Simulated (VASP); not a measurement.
```xyz
2
Lattice="0.0000 2.2087 2.2087 2.2087 0.0000 2.2087 2.2087 2.2087 0.0000" Properties=species:S:1:pos:R:3 pbc="T T T"
Si     0.0000     0.0000     0.0000
C      1.1043     1.1043     1.1043
```

Calculation: G0W0 on PBE orbitals, VASP's PBE PAW potentials (set 64) (plane waves; VASP 6.6.1). Run with PREC = Normal, 500 eV cut-off, 4×4×4 Γ-centred mesh, Gaussian smearing of 0.010 eV, potentials Si_GW C_GW_new.

The mesh is coarse and the basis finite, so the quasiparticle values are not converged.

NBANDS = 160, ENCUTGW = 200 eV, NOMEGA = 64. The PBE levels (eV) that the step starts from are:

```tsv
state	KS energy	filling
k1 (0.00, 0.00, 0.00), band 1	-6.96	2
k1 (0.00, 0.00, 0.00), band 2	8.16	2
k1 (0.00, 0.00, 0.00), band 3	8.16	2
k1 (0.00, 0.00, 0.00), band 4	8.16	2
k1 (0.00, 0.00, 0.00), band 5	13.91	0
k1 (0.00, 0.00, 0.00), band 6	15.14	0
k1 (0.00, 0.00, 0.00), band 7	15.14	0
k1 (0.00, 0.00, 0.00), band 8	15.14	0
k6 (-0.25, 0.25, 0.00), band 1	-4.03	2
k6 (-0.25, 0.25, 0.00), band 2	2.28	2
k6 (-0.25, 0.25, 0.00), band 3	3.91	2
k6 (-0.25, 0.25, 0.00), band 4	6.99	2
k6 (-0.25, 0.25, 0.00), band 5	13.50	0
k6 (-0.25, 0.25, 0.00), band 6	16.57	0
k6 (-0.25, 0.25, 0.00), band 7	16.89	0
k6 (-0.25, 0.25, 0.00), band 8	17.62	0
```

Task: Give the quasiparticle energies and renormalisation factors Z.

Result: 
```csv
state,QP energy (eV),Z
"k1 (0.00, 0.00, 0.00), band 1",-8.07,0.72
"k1 (0.00, 0.00, 0.00), band 2",7.42,0.78
"k1 (0.00, 0.00, 0.00), band 3",7.42,0.78
"k1 (0.00, 0.00, 0.00), band 4",7.42,0.78
"k1 (0.00, 0.00, 0.00), band 5",14.26,0.77
"k1 (0.00, 0.00, 0.00), band 6",15.56,0.79
"k1 (0.00, 0.00, 0.00), band 7",15.56,0.79
"k1 (0.00, 0.00, 0.00), band 8",15.56,0.79
"k6 (-0.25, 0.25, 0.00), band 1",-5.08,0.74
"k6 (-0.25, 0.25, 0.00), band 2",1.32,0.75
"k6 (-0.25, 0.25, 0.00), band 3",2.99,0.76
"k6 (-0.25, 0.25, 0.00), band 4",6.18,0.78
"k6 (-0.25, 0.25, 0.00), band 5",13.81,0.80
"k6 (-0.25, 0.25, 0.00), band 6",16.95,0.77
"k6 (-0.25, 0.25, 0.00), band 7",17.33,0.78
"k6 (-0.25, 0.25, 0.00), band 8",18.17,0.77
```
On the mesh the gap opens from 1.34 to 2.19 eV.

The compound is SiC in the zinc blende structure. This cell is one point of a volume scan, at 1.04 of the reference volume. The k-mesh is coarse (spacing up to 0.62 per Å, 2π included), so the numbers may not be converged in it.
